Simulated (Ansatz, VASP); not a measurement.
Two plane-wave programs on Pd3PbC

The input INCAR:

```
SYSTEM = Pd3PbC
ALGO = Normal
EDIFF = 1E-7
ENCUT = 520
GGA = PE
ISIF = 2
ISMEAR = -1
LASPH = .TRUE.
LCHARG = .TRUE.
LELF = .TRUE.
LREAL = .FALSE.
LVHAR = .TRUE.
LWAVE = .FALSE.
NBANDS = 32
NELM = 100
PREC = Accurate
SIGMA = 0.05
```

KPOINTS

```
k-points
0
G
  6 6 6
  0 0 0
```

File POSCAR:

```
Pd3PbC
1.0
    4.2989450000      0.0000000000      0.0000000000
    0.0000000000      4.2989450000      0.0000000000
    0.0000000000      0.0000000000      4.2989450000
Pb Pd C
1 3 1
Direct
    0.0000000000      0.0000000000      0.0000000000
    0.5000000000      0.0000000000      0.5000000000
    0.5000000000      0.5000000000      0.0000000000
    0.0000000000      0.5000000000      0.5000000000
    0.5000000000      0.5000000000      0.5000000000
```

input.yaml

```yaml
crystal:
  lattice:
    - [4.298945, 0.0, 0.0]
    - [0.0, 4.298945, 0.0]
    - [0.0, 0.0, 4.298945]
  atoms:
    - { symbol: Pb, position: [0.0, 0.0, 0.0] }
    - { symbol: Pd, position: [0.5, 0.0, 0.5] }
    - { symbol: Pd, position: [0.5, 0.5, 0.0] }
    - { symbol: Pd, position: [0.0, 0.5, 0.5] }
    - { symbol: C, position: [0.5, 0.5, 0.5] }
hamiltonian:
  xc: pbe
  pseudopotentials: { kind: paw }
kpoints:
  mp_grid: { grid: [6, 6, 6] }
scf:
  occupations: { method: fermi_dirac, width: 0.05 }
output:
  forces: true
  stress: true
  eigenvalues: true
  write_density: true
  write_potential: true
  elf: true
  volumetric_format: npy
```

The cell comes from a database or a generator and needn't be the stable form of this composition.

Alike in both runs: task single point; functional PBE; k mesh 6 × 6 × 6; occupations fermi-dirac, width 0.05 eV; no spin polarisation.

|  | VASP | Ansatz |
| --- | --- | --- |
| version | VASP 6.6.1 | Ansatz 0.2.0 |
| potentials or method | VASP PAW PBE potentials, release 64 (Pb_d, Pd, C) | Ansatz PAW |
| plane-wave cutoff (eV) | 520 | 420 |
| valence electrons in the cell | 48 | 72 |

```tsv
	VASP	Ansatz	Ansatz less VASP
gap on the k mesh at the Fermi level (eV)	none	none	-
pressure (GPa)	-1.2	-1.2	+0.01
```

A gap of «none» marks a metal or a gap that the smearing closes. The two sets of potentials don't hold the same shells in valence.

The runs have no spin-orbit coupling, so splittings on Pb are missing.
